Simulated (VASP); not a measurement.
All values below come from PBEsol GGA, VASP's PBE PAW potentials (set 64) (plane waves; VASP).

The input files of a VASP run:

**INCAR**
```
ALGO  =  Normal
EDIFF  =  1E-6
EDIFFG  =  -0.02
ENCUT  =  500
GGA  =  PS
IBRION  =  2
ISIF  =  3
ISMEAR  =  1
LASPH  =  .TRUE.
LCHARG  =  .FALSE.
LMAXMIX  =  6
LREAL  =  .FALSE.
LWAVE  =  .FALSE.
NELM  =  100
NSW  =  40
PREC  =  Accurate
PSTRESS  =  300
SIGMA  =  0.1
SYSTEM  =  Re
```

KPOINTS:
```
Regular mesh
0
G
 15 15 8
0 0 0
```

**POSCAR**
```
Re
1
    1.3536572027    -2.3446029374     0.0000000000
    1.3536572027     2.3446029374     0.0000000000
    0.0000000000     0.0000000000     4.3858607397
Re
2
Direct
  0.3333330000   0.6666670000   0.2500000000
  0.6666670000   0.3333330000   0.7500000000
```

POTCAR, in this order: Re (PBE.64 set). Program: vasp_std.

The resulting files:

**OUTCAR**
```
 ion  position               nearest neighbor table
   1  0.333  0.667  0.250-   2 2.69   2 2.69   2 2.69   2 2.69   2 2.69   2 2.69
   2  0.667  0.333  0.750-   1 2.69   1 2.69   1 2.69   1 2.69   1 2.69   1 2.69
  LATTYP: Found a hexagonal cell.
 ALAT       =     2.7073143069
 C/A-ratio  =     1.6200042708
 Subroutine PRICEL returns:
 Original cell was already a primitive cell.
 Subroutine GETGRP returns: Found 24 space group operations
The static configuration has the point symmetry D_3d.
 The point group associated with its full space group is D_6h.
The dynamic configuration has the point symmetry D_3d.
 Subroutine INISYM returns: Found 24 space group operations
 Subroutine IBZKPT returns following result:
 Found    135 irreducible k-points:

 Following reciprocal coordinates:
            Coordinates               Weight
  0.000000  0.000000  0.000000      1.000000
  0.066667 -0.000000  0.000000      6.000000
  0.133333  0.000000  0.000000      6.000000
  0.200000 -0.000000  0.000000      6.000000
  0.266667  0.000000  0.000000      6.000000
  0.333333 -0.000000  0.000000      6.000000
  0.400000  0.000000  0.000000      6.000000
  0.466667  0.000000  0.000000      6.000000
  0.066667  0.066667  0.000000      6.000000
  0.133333  0.066667  0.000000     12.000000
  0.200000  0.066667  0.000000     12.000000
  0.266667  0.066667  0.000000     12.000000
  0.333333  0.066667  0.000000     12.000000
  0.400000  0.066667  0.000000     12.000000
  0.466667  0.066667  0.000000      6.000000
  0.133333  0.133333  0.000000      6.000000
  0.200000  0.133333  0.000000     12.000000
  0.266667  0.133333  0.000000     12.000000
  0.333333  0.133333  0.000000     12.000000
  0.400000  0.133333  0.000000     12.000000
  0.200000  0.200000  0.000000      6.000000
  0.266667  0.200000  0.000000     12.000000
  0.333333  0.200000  0.000000     12.000000
  0.400000  0.200000  0.000000      6.000000
  0.266667  0.266667  0.000000      6.000000
  0.333333  0.266667  0.000000     12.000000
  0.333333  0.333333  0.000000      2.000000
  0.000000  0.000000  0.125000      2.000000
  0.066667 -0.000000  0.125000     12.000000
  0.133333  0.000000  0.125000     12.000000
  0.200000 -0.000000  0.125000     12.000000
  0.266667  0.000000  0.125000     12.000000
  0.333333 -0.000000  0.125000     12.000000
  0.400000  0.000000  0.125000     12.000000
  0.466667  0.000000  0.125000     12.000000
  0.066667  0.066667  0.125000     12.000000
  0.133333  0.066667  0.125000     24.000000
  0.200000  0.066667  0.125000     24.000000
  0.266667  0.066667  0.125000     24.000000
  0.333333  0.066667  0.125000     24.000000
   k-points           NKPTS =    135   k-points in BZ     NKDIM =    135   number of bands    NBANDS=     11
   number of dos      NEDOS =    301   number of ions     NIONS =      2
   total plane-waves  NPLWV =  12800
   dimension x,y,z NGX =    20 NGY =   20 NGZ =   32
   dimension x,y,z NGXF=    40 NGYF=   40 NGZF=   64
   ions per type =               2
   PREC   = accura    normal or accurate (medium, high low for compatibility)
   ISTART =      0    job   : 0-new  1-cont  2-samecut
   ICHARG =      2    charge: 1-file 2-atom 10-const
   ISPIN  =      1    spin polarized calculation?
   LNONCOLLINEAR =      F non collinear calculations
   LSORBIT =      F    spin-orbit coupling
   INIWAV =      1    electr: 0-lowe 1-rand  2-diag
   ENCUT  =  500.0 eV  36.75 Ry    6.06 a.u.   4.94  4.94  8.00*2*pi/ulx,y,z
   NELM   =    100;   NELMIN=  2; NELMDL= -5     # of ELM steps
   EDIFF  = 0.1E-05   stopping-criterion for ELM
   LREAL  =      F    real-space projection
...
```

### OSZICAR
```
       N       E                     dE             d eps       ncg     rms          rms(c)
DAV:   1     0.275255443698E+02    0.27526E+02   -0.69130E+03  5416   0.157E+03
DAV:   2    -0.219188146492E+02   -0.49444E+02   -0.42741E+02  4793   0.352E+02
DAV:   3    -0.277689617206E+02   -0.58501E+01   -0.47740E+01  5048   0.236E+02
DAV:   4    -0.280708840393E+02   -0.30192E+00   -0.27254E+00  5483   0.253E+01
DAV:   5    -0.280818161373E+02   -0.10932E-01   -0.96242E-02  4979   0.261E+00    0.494E+01
DAV:   6    -0.270507778325E+02    0.10310E+01   -0.91997E-01  5520   0.286E+01    0.219E+01
DAV:   7    -0.266748274015E+02    0.37595E+00   -0.73391E-01  5750   0.246E+01    0.432E-01
DAV:   8    -0.266631676074E+02    0.11660E-01   -0.78692E-03  5512   0.781E-01    0.130E-01
DAV:   9    -0.266624351244E+02    0.73248E-03   -0.43941E-04  5524   0.214E-01    0.471E-02
DAV:  10    -0.266624297797E+02    0.53447E-05   -0.63799E-05  4770   0.968E-02    0.428E-03
DAV:  11    -0.266624298452E+02   -0.65554E-07   -0.54888E-07  2942   0.218E-02
   1 F= -.21449600E+02 E0= -.21449674E+02  d E =-.214496E+02
       N       E                     dE             d eps       ncg     rms          rms(c)
DAV:   1    -0.257830348831E+02    0.87939E+00   -0.78127E+01  2970   0.627E+02    0.300E+01
DAV:   2    -0.255586330645E+02    0.22440E+00   -0.48430E-01  4840   0.257E+01    0.112E+01
DAV:   3    -0.254580684012E+02    0.10056E+00   -0.17871E-01  4840   0.159E+01    0.848E-01
DAV:   4    -0.254578952275E+02    0.17317E-03   -0.59602E-03  5708   0.200E+00    0.703E-01
DAV:   5    -0.254586090192E+02   -0.71379E-03   -0.19539E-03  5707   0.139E+00    0.179E-01
DAV:   6    -0.254587272784E+02   -0.11826E-03   -0.16711E-04  5737   0.447E-01    0.125E-02
DAV:   7    -0.254587258690E+02    0.14094E-05   -0.12056E-06  2725   0.586E-02    0.344E-03
DAV:   8    -0.254587261213E+02   -0.25230E-06   -0.13529E-07  2106   0.135E-02
   2 F= -.20879589E+02 E0= -.20879406E+02  d E =0.570011E+00
       N       E                     dE             d eps       ncg     rms          rms(c)
DAV:   1    -0.268332733091E+02   -0.13745E+01   -0.28939E+01  3778   0.310E+02    0.227E+01
DAV:   2    -0.266444574104E+02    0.18882E+00   -0.29461E-01  4612   0.195E+01    0.971E+00
DAV:   3    -0.265820520420E+02    0.62405E-01   -0.15464E-01  4954   0.137E+01    0.554E-01
DAV:   4    -0.265830011749E+02   -0.94913E-03   -0.20571E-03  5007   0.381E-01    0.162E-01
DAV:   5    -0.265834675990E+02   -0.46642E-03   -0.64094E-04  5755   0.530E-01    0.896E-02
DAV:   6    -0.265836161857E+02   -0.14859E-03   -0.17783E-04  5618   0.294E-01    0.199E-02
DAV:   7    -0.265836204358E+02   -0.42500E-05   -0.19876E-06  2825   0.439E-02    0.624E-03
DAV:   8    -0.265836204193E+02    0.16446E-07   -0.98376E-07  2138   0.197E-02
   3 F= -.21467012E+02 E0= -.21466981E+02  d E =-.174112E-01
       N       E                     dE             d eps       ncg     rms          rms(c)
DAV:   1    -0.265788543000E+02    0.47661E-02   -0.29377E-03  3057   0.342E+00    0.187E-01
DAV:   2    -0.265788421456E+02    0.12154E-04   -0.33309E-05  4858   0.217E-01    0.714E-02
DAV:   3    -0.265788374913E+02    0.46543E-05   -0.11205E-05  3854   0.122E-01    0.752E-03
DAV:   4    -0.265788376762E+02   -0.18491E-06   -0.90654E-07  2165   0.120E-02
   4 F= -.21467069E+02 E0= -.21467032E+02  d E =-.174682E-01
```

OUTCAR:
```
------------------------ aborting loop because EDIFF is reached ----------------------------------------
  FORCE on cell =-STRESS in cart. coord.  units (eV):
  Direction    XX          YY          ZZ          XY          YZ          ZX
  --------------------------------------------------------------------------------------
  Total        5.0923190      5.0923185      5.0996450      0.0000000      0.0000000      0.0000000
  in kB      298.8585189    298.8584892    299.2884647      0.0000000      0.0000000      0.0000000
  external PRESSURE =      -0.9981757 kB  Pullay stress =     300.0000000 kB
  volume of cell :       27.30
      direct lattice vectors                 reciprocal lattice vectors
     1.344835827 -2.329323864  0.000000000     0.371792594 -0.214654565 -0.000000000
     1.344835827  2.329323864 -0.000000000     0.371792594  0.214654565  0.000000000
     0.000000000 -0.000000000  4.357439901     0.000000000  0.000000000  0.229492551
 POSITION                                       TOTAL-FORCE (eV/Angst)
 -----------------------------------------------------------------------------------
      1.34484      0.77644      1.08936        -0.000000     -0.000000      0.000000
      1.34484     -0.77644      3.26808         0.000000      0.000000      0.000000
 -----------------------------------------------------------------------------------
    total drift:                                0.000000      0.000003     -0.000016
  FREE ENERGIE OF THE ION-ELECTRON SYSTEM (eV)
  ---------------------------------------------------
  free  energy   TOTEN  =       -26.5788376762 eV

  energy  without entropy=      -26.5787290522  energy(sigma->0) =      -26.57880147
  enthalpy is  TOTEN    =       -21.4670686727 eV   P V=        5.1117690035

 reached required accuracy - stopping structural energy minimisation
```
(Selected blocks of OUTCAR.)

### CONTCAR
```
Re
   1.00000000000000
     1.3448358267404537   -2.3293238638696150    0.0000000000000000
     1.3448358267404537    2.3293238638696150   -0.0000000000000000
     0.0000000000000000   -0.0000000000000000    4.3574399005284841
  Re
     2
Direct
     0.3333330000000032    0.6666669999999968    0.2500000000000000
     0.6666669999999968    0.3333330000000032    0.7500000000000000
```

The compound is Re in the hcp structure. This run relaxes it under an external pressure of 30 GPa. Symmetry was kept, so distortions that lower it aren't found.
